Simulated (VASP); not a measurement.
Input for VASP

**POSCAR**
```
SiGe
1
    3.2168148969     0.0000000000     0.0000000000
    0.0000000000     3.2168148969     0.0000000000
    0.0000000000    -0.0000000000     3.2168148969
Ge Si
1 1
Direct
  0.0000000000   0.0000000000   1.0000000000
  0.5000000000   0.5000000000   0.5000000000
```

KPOINTS:
```
Automatic mesh
0
Gamma
10 10 10
0 0 0
```

INCAR:
```
ISMEAR = 1   # Methfessel-Paxton
ALGO = Normal
NELM = 100
SYSTEM = SiGe
EDIFF = 1E-6   # SCF stop (eV)
IBRION = 2
ISIF = 3   # ions, shape and volume
LWAVE = .False.
LMAXMIX = 4   # l cut-off of mixed one-centre charges
ENCUT = 400
LMIXTAU = .True.
NSW = 60
EDIFFG = -0.01
LCHARG = .False.
SIGMA = 0.1
METAGGA = R2SCAN
PREC = Accurate
LASPH = .True.   # aspherical one-centre terms
LREAL = .False.
```

POTCAR, in this order: Ge_d Si (PBE.64 set). Program: vasp_std.

**Question.** Translate this r2SCAN calculation to Ansatz.

**Answer.** One equivalent input (not run):
Ansatz 0.2 input:
```yaml
crystal:
  lattice:
    - [3.2168149, 0.0000000, 0.0000000]
    - [0.0000000, 3.2168149, 0.0000000]
    - [0.0000000, 0.0000000, 3.2168149]
  atoms:
    - { symbol: Ge, position: [0.0000000, 0.0000000, 1.0000000] }
    - { symbol: Si, position: [0.5000000, 0.5000000, 0.5000000] }
kpoints:
  mp_grid: { grid: [10, 10, 10] }
hamiltonian:
  xc: r2scan
  pseudopotentials: { kind: paw }
scf:
  occupations: { method: methfessel_paxton, width: 0.1 }
  max_iter: 100
relax:
  max_steps: 60
  f_tol: 0.01
  cell: {}
output: { forces: true, stress: true, eigenvalues: true }
```
The two are equivalent in intent, not identical: each code has its own PAW files, so the cut-off isn't converted (ENCUT is set for VASP's; basis.ecutwfc is left out, and Ansatz then takes the one that its files recommend); Ansatz stops its SCF on the density residual and VASP on the energy change (EDIFF).

The structure was generated: SiGe was put into the CsCl type (Pm-3m), which need not be its known phase. This run relaxes it. Symmetry was kept, so distortions that lower it aren't found. The start is the result of an earlier pass.
